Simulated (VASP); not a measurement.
Be3CdTe4:

```
CELL_PARAMETERS angstrom
0.00000 4.55650 4.55650
4.55650 0.00000 4.55650
4.55650 4.55650 0.00000
ATOMIC_POSITIONS crystal
Be 0.50000 0.50000 0.50000
Be 0.75000 0.75000 0.75000
Be 0.25000 0.25000 0.25000
Cd 0.00000 0.00000 0.00000
Te 0.13050 0.60849 0.13050
Te 0.13050 0.13050 0.13050
Te 0.60849 0.13050 0.13050
Te 0.13050 0.13050 0.60849
```

The cell was built by a generator and needn't be a form met in nature.

```yaml
Program: VASP 6.6.1
Task: relaxation of cell and atoms
Functional: PBE
Potentials_or_basis: VASP PAW PBE potentials, release 64 (Be, Cd, Te)
Cutoff: 520 eV
k_mesh: 3 × 3 × 3
Occupations: gaussian, width 0.15 eV
Spin: no spin polarisation
```

At the start: pressure 64.9 GPa; volume 23.65 Å³/atom.

How do energy, volume and symmetry change on relaxing?

Over 15 steps the energy falls by 2786.3 meV/atom and the volume is 50.27 Å³/atom (+112.6 %); space group F-43m (No. 216, to 0.05 Å).

Step by step:
| step | energy change (eV) | largest force (eV/Å) | pressure (GPa) | volume (Å³) |
| --- | --- | --- | --- | --- |
| 1 | 0.0000 | 10.0565 | 64.93 | 189.20 |
| 2 | -18.2414 | 4.1247 | 1.61 | 591.67 |
| 3 | -18.3048 | 4.0911 | 1.57 | 592.82 |
| 4 | -19.2814 | 0.1850 | -2.34 | 683.73 |
| 5 | -19.5036 | 1.0179 | -1.36 | 652.89 |
| 6 | -20.1471 | 1.0387 | -1.11 | 605.30 |
| 7 | -21.6745 | 1.0720 | -0.52 | 476.52 |
| 8 | 126.0853 | 18.4990 | 37.67 | 276.42 |
| 9 | -17.6669 | 2.7838 | 0.44 | 467.15 |
| 10 | -21.3211 | 0.9754 | 2.77 | 363.48 |
| 11 | -22.0154 | 1.3250 | 1.30 | 385.41 |
| 12 | -22.0209 | 1.1309 | 1.64 | 376.44 |
| 13 | -21.8573 | 1.6005 | 1.49 | 375.36 |
| 14 | -22.1668 | 0.0044 | 1.36 | 376.00 |
| 15 | -22.2905 | 0.0429 | 0.03 | 402.19 |

Final structure:
```
CELL_PARAMETERS angstrom
0.00000 5.85868 5.85868
5.85868 0.00000 5.85868
5.85868 5.85868 0.00000
ATOMIC_POSITIONS crystal
Be 0.50000 0.50000 0.50000
Be 0.75000 0.75000 0.75000
Be 0.25000 0.25000 0.25000
Cd 0.00000 0.00000 0.00000
Te 0.13607 0.59179 0.13607
Te 0.13607 0.13607 0.13607
Te 0.59179 0.13607 0.13607
Te 0.13607 0.13607 0.59179
```

Caveat: the k mesh is coarse (spacing up to 0.40 Å⁻¹), so the values aren't converged; the volume moved by over 15 % at a fixed basis, so the end points are rough.
